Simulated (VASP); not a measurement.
Method: PBE GGA, VASP's PBE PAW potentials (set 64) (plane waves; VASP 6.6.1).

A VASP calculation is set up with these files.

INCAR:
```
SYSTEM=Cs
LMAXMIX=4
LCHARG=.FALSE.
GGA=PE   ! PBE
NELM=100
LWAVE=.FALSE.
PREC=Accurate
EDIFF=1E-6   ! SCF stop (eV)
ENCUT=400
LASPH=.TRUE.
ALGO=Normal
ISIF=2
ISMEAR=0
LREAL=.FALSE.   ! projection in real space or not
SIGMA=0.05
```

### KPOINTS
```
Regular mesh
0
gamma
  1 1 1
0 0 0
```

### POSCAR
```
Cs
3.050
 -1.0000000000   1.0000000000   1.0000000000
  1.0000000000  -1.0000000000   1.0000000000
  1.0000000000   1.0000000000  -1.0000000000
Cs
1
direct
  0.0000000000   0.0000000000   0.0000000000
```

POTCAR, in this order: Cs_sv (PBE.64 set). Program: vasp_std.

What VASP printed:

**OUTCAR**
```
 ion  position               nearest neighbor table
   1  0.000  0.000  0.000-
  LATTYP: Found a body centered cubic cell.
 ALAT       =     6.1000000000
 Subroutine PRICEL returns:
 Original cell was already a primitive cell.
 Subroutine GETGRP returns: Found 48 space group operations
The static configuration has the point symmetry O_h .
The dynamic configuration has the point symmetry O_h .
 Subroutine INISYM returns: Found 48 space group operations
 Subroutine IBZKPT returns following result:
 Found      1 irreducible k-points:

 Following reciprocal coordinates:
            Coordinates               Weight
  0.000000  0.000000  0.000000      1.000000
   k-points           NKPTS =      1   k-points in BZ     NKDIM =      1   number of bands    NBANDS=      8
   number of dos      NEDOS =    301   number of ions     NIONS =      1
   total plane-waves  NPLWV =  46656
   dimension x,y,z NGX =    36 NGY =   36 NGZ =   36
   dimension x,y,z NGXF=    72 NGYF=   72 NGZF=   72
   ions per type =               1
   PREC   = accura    normal or accurate (medium, high low for compatibility)
   ISTART =      0    job   : 0-new  1-cont  2-samecut
   ICHARG =      2    charge: 1-file 2-atom 10-const
   ISPIN  =      1    spin polarized calculation?
   LNONCOLLINEAR =      F non collinear calculations
   LSORBIT =      F    spin-orbit coupling
   INIWAV =      1    electr: 0-lowe 1-rand  2-diag
   ENCUT  =  400.0 eV  29.40 Ry    5.42 a.u.   8.61  8.61  8.61*2*pi/ulx,y,z
   NELM   =    100;   NELMIN=  2; NELMDL= -5     # of ELM steps
   EDIFF  = 0.1E-05   stopping-criterion for ELM
   LREAL  =      F    real-space projection
   NLSPLINE    = F    spline interpolate recip. space projectors
   LMAXMIX     =    4 max onsite mixed and CHGCAR
   VOSKOWN=      0    Vosko Wilk Nusair interpolation
   EDIFFG = 0.1E-04   stopping-criterion for IOM
   NSW    =      0    number of steps for IOM
   NBLOCK =      1;   KBLOCK =      1    inner block; outer block
   IBRION =     -1    ionic relax: 0-MD 1-quasi-New 2-CG
...
```

OSZICAR:
```
       N       E                     dE             d eps       ncg     rms          rms(c)
DAV:   1     0.529190747156E+02    0.52919E+02   -0.31259E+03    16   0.628E+02
DAV:   2     0.211627093581E+01   -0.50803E+02   -0.50803E+02    24   0.119E+02
DAV:   3    -0.158314994218E+01   -0.36994E+01   -0.36994E+01    16   0.381E+01
DAV:   4    -0.162667419904E+01   -0.43524E-01   -0.43524E-01    32   0.510E+00
DAV:   5    -0.162667639551E+01   -0.21965E-05   -0.21965E-05    24   0.381E-02    0.160E-01
DAV:   6    -0.162843316377E+01   -0.17568E-02   -0.94511E-04    32   0.194E-01    0.996E-02
DAV:   7    -0.163022245651E+01   -0.17893E-02   -0.18928E-03    16   0.271E-01    0.269E-02
DAV:   8    -0.163034185724E+01   -0.11940E-03   -0.20675E-04    16   0.806E-02    0.424E-03
DAV:   9    -0.163034227282E+01   -0.41558E-06   -0.55286E-06    32   0.139E-02
   1 F= -.16303423E+01 E0= -.16162375E+01  d E =-.282095E-01
```

File OUTCAR:
```
------------------------ aborting loop because EDIFF is reached ----------------------------------------
  FORCE on cell =-STRESS in cart. coord.  units (eV):
  Direction    XX          YY          ZZ          XY          YZ          ZX
  --------------------------------------------------------------------------------------
  Total        0.3970850      0.3970850      0.3970850      0.0000000      0.0000000     -0.0000000
  in kB        5.6057602      5.6057602      5.6057602      0.0000000      0.0000000     -0.0000000
  external PRESSURE =       5.6057602 kB  Pullay stress =       0.0000000 kB
  volume of cell :      113.49
      direct lattice vectors                 reciprocal lattice vectors
    -3.050000000  3.050000000  3.050000000     0.000000000  0.163934426  0.163934426
     3.050000000 -3.050000000  3.050000000     0.163934426  0.000000000  0.163934426
     3.050000000  3.050000000 -3.050000000     0.163934426  0.163934426  0.000000000
 POSITION                                       TOTAL-FORCE (eV/Angst)
 -----------------------------------------------------------------------------------
      0.00000      0.00000      0.00000        -0.000000      0.000000     -0.000000
 -----------------------------------------------------------------------------------
    total drift:                               -0.000000      0.000000      0.000000
  FREE ENERGIE OF THE ION-ELECTRON SYSTEM (eV)
  ---------------------------------------------------
  free  energy   TOTEN  =        -1.6303422728 eV

  energy  without entropy=       -1.6021327936  energy(sigma->0) =       -1.61623753
```
(Selected blocks of OUTCAR.)

The compound is Cs in the bcc structure. The cell was not relaxed at this level. The k-mesh is coarse (spacing up to 1.46 per Å, 2π included), so the numbers may not be converged in it.
